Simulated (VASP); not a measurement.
Consider the following.

```
CELL_PARAMETERS angstrom
      3.19473     0.00000     0.00000
      0.00000     3.19473     0.00000
      0.00000     0.00000     3.19473
ATOMIC_POSITIONS crystal
  Zn 0.50000 0.50000 0.50000
  Au 0.00000 0.00000 0.00000
```

Method: LDA (Ceperley-Alder, Perdew-Zunger), VASP's LDA PAW potentials (set 64) (plane waves; VASP). Numerical set-up: 420 eV cut-off, 10×10×10 Γ-centred mesh, first-order Methfessel-Paxton smearing of 0.27 eV, potentials Zn Au.

Energy and stress use the plane-wave basis of the starting cell.

Problem. The ions, cell shape and volume are relaxed. What does this cell relax into?

Solution. 
```
CELL_PARAMETERS angstrom
      3.09931     0.00000     0.00000
      0.00000     3.09931     0.00000
      0.00000     0.00000     3.09931
ATOMIC_POSITIONS crystal
  Zn 0.50000 0.50000 0.50000
  Au 0.00000 0.00000 0.00000
```
Space group Pm-3m (221), at a tolerance of 0.03 Å.

Problem. How do energy and volume change from the first to the last step?

Solution. The energy (σ→0) changes by -55.7 meV/atom and the volume by -8.7 %, in 6 ionic steps.

```tsv
step	E(σ→0) (eV)	max force (eV/Å)	pressure (GPa)	volume (Å³)
1	-6.6529	0.000	-11.41	32.61
2	-6.6550	0.000	16.35	27.43
3	-6.7643	0.000	-0.20	29.81
4	-6.7644	0.000	0.09	29.75
5	-6.7644	0.000	-0.09	29.79
6	-6.7644	0.000	0.00	29.77
```

The structure is a typed AuZn crystal. This run relaxes it. Symmetry was kept, so distortions that lower it aren't found. The run is one of a series of settings (EDIFF = 1E-09, EDIFFG = -0.005, ENCUT = 420, IBRION = 2, ISIF = 3, NSW = 50, KPOINTS 10×10×10 Γ-centred mesh against the base run), some of them coarse on purpose. The electron count is odd and the run is not spin-polarised, which forces a metal.
